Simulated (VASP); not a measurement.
An input for Quantum ESPRESSO's pw.x (written as the equivalent of a VASP run, and not itself run):

```
&CONTROL
  calculation = 'scf'
  pseudo_dir = './pseudo'
  outdir = './out'
  tprnfor = .true.
  tstress = .true.
/
&SYSTEM
  ibrav = 0
  nat = 6
  ntyp = 2
  ecutwfc = 76
  occupations = 'smearing'
  smearing = 'fermi-dirac'
  degauss = 0.00735
  input_dft = 'pbe'
  noncolin = .true.
  lspinorb = .true.
/
&ELECTRONS
  conv_thr = 7.3e-08
  electron_maxstep = 100
/
ATOMIC_SPECIES
  B 10.810 B.upf
  Hf 178.490 Hf.upf
CELL_PARAMETERS angstrom
     4.5845890    0.0000000    0.0000000
    -2.2922940    3.9703700    0.0000000
     0.0000000    0.0000000    5.6173800
ATOMIC_POSITIONS crystal
  B    0.3333330  0.6666670  0.2500000
  B    0.6666670  0.3333330  0.7500000
  Hf   0.0000000  0.0000000  0.0000000
  Hf   0.0000000  0.0000000  0.5000000
  Hf   0.3333330  0.6666670  0.7500000
  Hf   0.6666670  0.3333330  0.2500000
K_POINTS automatic
  4 4 3 0 0 0
```

Translate this input to VASP (INCAR, KPOINTS, POSCAR, choice of POTCAR).

One answer among several that fit: 
**INCAR**
```
SYSTEM = Hf2B
PREC = Accurate
ENCUT = 400
EDIFF = 1E-6
NELM = 100
ALGO = Normal
LREAL = .FALSE.
LASPH = .TRUE.
ISMEAR = -1
SIGMA = 0.1
GGA = PE
LMAXMIX = 6
LWAVE = .FALSE.
LCHARG = .FALSE.
ISIF = 2
LSORBIT = .TRUE.
LNONCOLLINEAR = .TRUE.
MAGMOM = 0.0 0.0 0.0 0.0 0.0 0.0 0.0 0.0 0.0 0.0 0.0 0.0 0.0 0.0 0.0 0.0 0.0 0.0
GGA_COMPAT = .FALSE.
LORBIT = 11
```

File KPOINTS:
```
K-points
0
Gamma
4 4 3
```

**POSCAR**
```
Hf2B
5.617380
  0.8161436470   0.0000000000   0.0000000000
 -0.4080717345   0.7068010354   0.0000000000
  0.0000000000   0.0000000000   1.0000000000
B Hf
2 4
Cart
 -0.0000003487   0.4712009258   0.2500000000
  0.4080722613   0.2356001095   0.7500000000
  0.0000000000   0.0000000000   0.0000000000
  0.0000000000   0.0000000000   0.5000000000
 -0.0000003487   0.4712009258   0.7500000000
  0.4080722613   0.2356001095   0.2500000000
```

POTCAR, in this order: B Hf_pv (PBE.64 set). Program: vasp_ncl.

The two are equivalent in intent, not identical: the potentials are each code's own (VASP's PAW set, PseudoDojo norm-conserving files, fully relativistic, in pw.x), so ENCUT and ecutwfc are chosen apart and not converted; conv_thr bounds pw.x's estimated SCF error, while EDIFF bounds the energy change between steps.

The structure was generated: Hf2B was put into an ordered model structure, which need not be its known phase. The cell was not relaxed at this level. The k-mesh is coarse (spacing up to 0.40 per Å, 2π included), so the numbers may not be converged in it. The run is one of a series of settings (GGA_COMPAT = .FALSE., LNONCOLLINEAR = .TRUE., LSORBIT = .TRUE., MAGMOM = 0.0 0.0 0.0 0.0 0.0 0.0 0.0 0.0 0.0 0.0 0.0 0.0 0.0 0.0 0.0 0.0 0.0 0.0, program vasp_ncl against the base run), some of them coarse on purpose.
